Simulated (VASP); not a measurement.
Consider the following.

```
NaI
1.0
    0.00000     3.13119     3.13119
    3.13119     0.00000     3.13119
    3.13119     3.13119     0.00000
Na I
1 1
Direct
  0.00000   0.00000   0.00000
  0.50000   0.50000   0.50000
```

Calculation: LDA (Ceperley-Alder, Perdew-Zunger), VASP's LDA PAW potentials (set 64) (plane waves; VASP). Numerical set-up: 520 eV cut-off, 7×7×7 Γ-centred mesh, Gaussian smearing of 0.050 eV, potentials Na_pv I.

Unless said otherwise, spin-orbit coupling is left out, though it shifts the bands of the heavy elements here.

Problem. Estimate the energy per atom (σ→0), band gap (on the k-mesh) with the smallest direct gap where there is one.

Solution. 
The band gap (on the k-mesh) is 3.63 eV and the smallest direct gap (on the k-mesh) is 3.63 eV. The energy per atom (σ→0) is -290.3 kJ/mol-atom.

Total energies compare only between runs with the same potentials, cut-off and functional.

The compound is NaI in the rock salt structure. It was relaxed first, which changed the volume by -9 %. The start is the result of an earlier pass.
